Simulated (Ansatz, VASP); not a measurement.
# HfC in two plane-wave programs, part 2 of 2

Aim: how closely do two programs agree when they are given the same cell, functional and k mesh? The cell is taken from a series of runs on this material, whose earlier steps may have relaxed, scaled, displaced or heated it; both programs get it as it stands.

VASP 6.6.1 and Ansatz 0.2.0.

So far: The starting structure; VASP: zone-centre phonons, PBEsol.

## 3. Ansatz: zone-centre phonons, PBEsol

Level of this step: Ansatz beside VASP: Kohn-Sham DFT, plane waves, PBEsol (Ansatz).

Ansatz runs on its PAW soft_1 files.

The same cell, functional, mesh and smearing now go to Ansatz, which takes its cutoff from its data sets.

The input, input.yaml:

```yaml
crystal:
  lattice:
    - [0.024004625, 2.3045488948, 2.3045488948]
    - [2.3045488948, 0.024004625, 2.3045488948]
    - [2.3045488948, 2.3045488948, 0.024004625]
  atoms:
    - { symbol: C, position: [0.0, 0.0, 0.0] }
    - { symbol: Hf, position: [0.5, 0.5, 0.5] }
kpoints:
  mp_grid: { grid: [16, 16, 16] }
hamiltonian:
  xc: pbesol
  pseudopotentials: { kind: paw, azcp: { folder: soft_1 }, xc_functional: pbe }
scf:
  occupations: { method: methfessel_paxton, width: 0.2 }
output:
  eigenvalues: true
phonons:
  method: dfpt
```

Launch:

```sh
ansatz run input.yaml --threads 4 --pin off --max-ram 10240MiB --backend cpu --events-out ev --progress --plain --runs-dir out
```

Numbers of over 12 decimals in the logs are rounded to 6 here.

What it wrote:

```text
Engine: ansatz 0.2.0, x86_64-unknown-linux-gnu
Pseudopotentials: kind: paw
Pseudopotential: C, paw, valence charge 4, recommended cutoff 420 eV (normal), soft_1/C.paw.azcp
Pseudopotential: Hf, paw, valence charge 26, recommended cutoff 420 eV (normal), soft_1/Hf.paw.azcp
Functional definition: PBEsol
  exchange = pbesol_x
  correlation = pbesol_c
Crystal: 2 atoms, lattice volume = 24.096 Å³
Basis set: ecut = 420 eV, 477 PW (Γ), exchange–correlation on 48×48×48 points (8 copies of the dense FFT grid, shifted against one another)
Bands: 19, of which v1, the nominal top of the filled ones, is band 15 counted from 1 (14 counted from 0)
Symmetry: 12 space group operations
k-points: 1098 of 4096 (irreducible under 2 space group operations, time reversal used)
Non-local potential: C, projectors of the file, l = 0: 2, l = 1: 2, l = 2: 1
Non-local potential: Hf, projectors of the file, l = 0: 3, l = 1: 2, l = 2: 2, l = 3: 3
PAW form: soft (Blöchl's): semilocal exchange-correlation on the pseudo side does not see the compensation charge
PAW frozen core: C, regenerated for the run's functional, and the local potential with it (the file was generated under x = pbe(κ = 0.804, μ = 0.219515), c = pbe(β = 0.066725))
PAW frozen core: Hf, regenerated for the run's functional, and the local potential with it (the file was generated under x = pbe(κ = 0.804, μ = 0.219515), c = pbe(β = 0.066725))
PAW one-centre angular grid: C, 110 points (default); XC on 64 Gauss nodes
PAW one-centre angular grid: Hf, 590 points (default); XC on 64 Gauss nodes
Initial density: superposition of atomic densities (chi_scale 0.1, normalization cell, long waves kept (reshape's long-wave potential 0.00 eV rms))
Initial wavefunctions: pseudopotential atomic-orbital guess
Functional: x = pbesol(κ = 0.804, μ = 0.123457), c = pbesol(β = 0.046)
SCF iter   1: F=—  HF=-15848.058199 eV  |F-HF|=—  |Δ(HF+E_count)|=         —  Δρ=8.80e-2  dr2=2.50e0  ethr=3.10e-3  ⟨swp⟩=4.9  Hψ=91659  notcnv=0  defer=1
preconditioner: auto → Kerker (q_TF=auto, 2.830 Å⁻¹)  [metal: Δε(μ)=0.034 eV  Ē_g=17.686 eV  σ=0.200 eV  W_gap=0.14  n_scr=14 (ndim 8)  ℏωp=40.0 eV  f_vac=0.000  D(μ)=0.21/eV (n_scr^D=0)]
SCF iter   2: F=—  HF=-15847.537537 eV  |F-HF|=—  |Δ(HF+E_count)|=   5.21e-1  S|Δr|=    0.00e0  Δρ=3.38e-2  dr2=2.75e-1  ethr=3.10e-3  ⟨swp⟩=2.5  Hψ=38605  notcnv=0  defer=4
SCF iter   3: F=—  HF=-15847.481198 eV  |F-HF|=—  |Δ(HF+E_count)|=   5.63e-2  S|Δr|=    0.00e0  Δρ=1.41e-2  dr2=2.94e-2  ethr=9.17e-4  ⟨swp⟩=2.0  Hψ=37893  notcnv=0
SCF iter   4: F=—  HF=-15847.473561 eV  |F-HF|=—  |Δ(HF+E_count)|=   7.64e-3  S|Δr|=    0.00e0  Δρ=8.25e-3  dr2=7.64e-3  ethr=9.79e-5  ⟨swp⟩=2.1  Hψ=37291  notcnv=0
SCF iter   5: F=—  HF=-15847.473752 eV  |F-HF|=—  |Δ(HF+E_count)|=   1.91e-4  S|Δr|=    0.00e0  Δρ=1.45e-3  dr2=2.73e-4  ethr=2.55e-5  ⟨swp⟩=2.2  Hψ=34324  notcnv=0
SCF iter   6: F=—  HF=-15847.473698 eV  |F-HF|=—  |Δ(HF+E_count)|=   5.40e-5  S|Δr|=    0.00e0  Δρ=2.44e-4  dr2=1.45e-5  ethr=9.10e-7  ⟨swp⟩=2.6  Hψ=37884  notcnv=0
SCF iter   7: F=—  HF=-15847.473704 eV  |F-HF|=—  |Δ(HF+E_count)|=   5.75e-6  S|Δr|=    0.00e0  Δρ=6.90e-5  dr2=8.74e-7  ethr=4.84e-8  ⟨swp⟩=2.4  Hψ=38526  notcnv=0
SCF iter   8: F=—  HF=-15847.473704 eV  |F-HF|=—  |Δ(HF+E_count)|=   7.76e-7  S|Δr|=    0.00e0  Δρ=1.30e-5  dr2=2.36e-8  ethr=2.91e-9  ⟨swp⟩=2.5  Hψ=36553  notcnv=0
SCF iter   9: F=—  HF=-15847.473704 eV  |F-HF|=—  |Δ(HF+E_count)|=   2.39e-8  S|Δr|=    0.00e0  Δρ=2.74e-6  dr2=1.68e-9  ethr=7.86e-11  ⟨swp⟩=2.9  Hψ=39543  notcnv=0
SCF iter  10: F=—  HF=-15847.473704 eV  |F-HF|=—  |Δ(HF+E_count)|=  4.49e-10  S|Δr|=    0.00e0  Δρ=2.80e-7  dr2=1.07e-11  ethr=5.61e-12  ⟨swp⟩=2.3  Hψ=35860  notcnv=0
SCF iter  11: F=-15847.473704 eV  HF=-15847.473704 eV  |F-HF|=5.46e-12  |Δ(HF+E_count)|=  3.09e-11  S|Δr|=    0.00e0  Δρ=4.81e-8  dr2=3.46e-13  ethr=1.00e-12  ⟨swp⟩=4.4  Hψ=181239  notcnv=0
SCF 1 converged in 11 iterations: F = -15847.473704 eV  dr2 = 3.46e-13
  Residual-converged pass: ⟨swp⟩=1.1  Hψ=26346  notcnv=0  max |occ|·‖R‖ = 7.1e-9 eV (tolerance 1.0e-8 eV)  dr2=3.46e-13  dr2_onsite=3.05e-14  max |Δocc| = 3.9e-13
  greatest PAW one-centre occupation: 0.998 electrons in one spin orbital (limit 2), on the Hf atom at site 1 (counted from 0), in its partial waves of l = 0
DFPT response loops at Γ: preconditioner auto → Kerker (q_TF=auto, 2.830 Å⁻¹) (partly filled bands, converged f_vac=0.000); β = 1.00, the filter's whole step (`scf.mixing.beta` (0.50) is not read by the response loops under this deck's `scf.mixing.preconditioner`; to damp them name `kerker` or `kerker_dos`, under which they read `scf.mixing.beta`, and type it under 1.00, their step now; both keys bind the ground state too); Broyden in place of MSR1
SCF converged after 11 iterations
Stability not checked: this state was not tested for a lower state beside it, because cold or Methfessel-Paxton smearing, or corrected tetrahedra, fill the levels in a way that the test cannot read (fill_not_monotonic; see scf.lower_state_search)
Free energy (F): -15847.473704 eV
Harris-Foulkes:  -15847.473704 eV  (|F-HF|=5.46e-12)
Internal energy: -15847.473065 eV  (E = F + TS)
E sigma→0 (E₀):  -15847.473545 eV
Entropy (-TS):   -0.000639 eV (-0.320 meV/atom)
Fermi energy:    19.293799 eV
--- Per-component energies (eV) ---
  E_band       = 90.751558
  E_kinetic    = 496.111049
  E_local      = -6113.915715  (includes V_loc(G=0)·N_el)
  E_nonlocal   = 91.449271
  E_hartree    = 3002.398431
  E_xc         = -312.844398
  E_vxc        = -314.534055  (∫ρ·V_xc dr)
  E_paw        = -7673.933176  (= ΣΔE_a)
  E_vpaw       = -73.155924  (= ΣTr[D̂ρ^β])
  E_aug_tail   = 0.000107  (compensation charges beyond the density's cutoff)
  E_ewald      = -5338.010790
  E_core_change = 1.272157  (= ΣΔE_core)
  E_smearing   = -0.000639  (= −TS)
  E_closure    = -0.000000  (closes the sum)
  Σ components = -15847.473704   (vs F -15847.473704, Δ=0.00e0)
--- Band table (eV; the first three rows and the last of 1098) ---
  k-point 0: bands = [... 11 lower, 8.5267, 20.3327, 20.4380, 20.4380, 20.4544, 20.6900, 20.6900, 22.7543]
  k-point 1: bands = [... 11 lower, 8.5267, 19.6048, 19.7462, 19.8766, 20.7495, 20.9199, 21.2359, 23.2904]
  k-point 2: bands = [... 11 lower, 8.5270, 18.5195, 18.8923, 19.0252, 21.0988, 21.2692, 21.6690, 24.4236]
  k-point 1097: bands = [... 11 lower, 10.9302, 12.8740, 16.2146, 16.2146, 24.7029, 24.7029, 25.2134, 26.1246]
--- Phonons (Γ-DFPT): 2 representative perturbations + reference, on 1098 of 4096 k-points (Σ response iterations 7) ---
  k mesh reduced under 2 symmetry operations, with k and −k counted as one. Each operation leaves every solved perturbation unchanged. A smaller set is not used because it would not reduce the number of displacements times k-points to solve
  ASR residual: 3.253e-5 → 0.000e0 eV/Å²; symmetrization residual: 1.704e-6 eV/Å²
  ASR residual per site (eV/Å²): 2.56e-5 3.25e-5
  Γ frequencies (cm⁻¹): 0.00 0.00 0.00 460.47 460.47 477.41
  non-analytic LO–TO correction: not included (Born effective charges unavailable; polar crystals: no LO–TO splitting at Γ)
```

## 4. Side by side

Known differences besides the potentials themselves: the data sets hold 30 valence electrons in Ansatz (on its PAW soft_1 files) and 14 in VASP; the cutoff is 420 eV in Ansatz and 600 eV in VASP; Ansatz makes its cores anew for this functional, VASP keeps those of its PBE data sets. Total energies have different zeros and are not compared.

Compared:

```tsv
quantity	Ansatz	VASP	difference
optical mode 1 to 2 (cm⁻¹)	460.5	458.2	+0.50 %
optical mode 3 (cm⁻¹)	477.4	475.5	+0.40 %
```

Modes are paired by rising frequency, not by their patterns, so a pair may set unlike modes beside each other; they are those without the splitting of longitudinal modes.

## 5. Summary of results

| Item | Value |
| --- | --- |
| r.m.s. difference of the optical zone-centre modes, each program's sorted by frequency (zone-centre phonons, PBEsol) | 2.2 cm⁻¹ |

What this shows: The r.m.s. difference of the optical zone-centre modes, each program's sorted by frequency is 2.2 cm⁻¹ (zone-centre phonons, PBEsol). The data sets hold unlike numbers of valence electrons (30 in Ansatz and 14 in VASP), so part of the differences comes from the potentials. How closely two codes agree says nothing of how well the functional describes the real material.

[Lines on the potential files, build, host, timing and source positions are cut from VASP's logs without a mark.]

[Logs are printed without paths, hosts, clocks, repeated set-up lines and the standing remarks that a program may print on its own settings, such as how far it seeks lower states.]

[Hosts, paths, dates, database ids (printed as entryN), source tags and the programs' standing remarks are cut or masked in the printed files.]
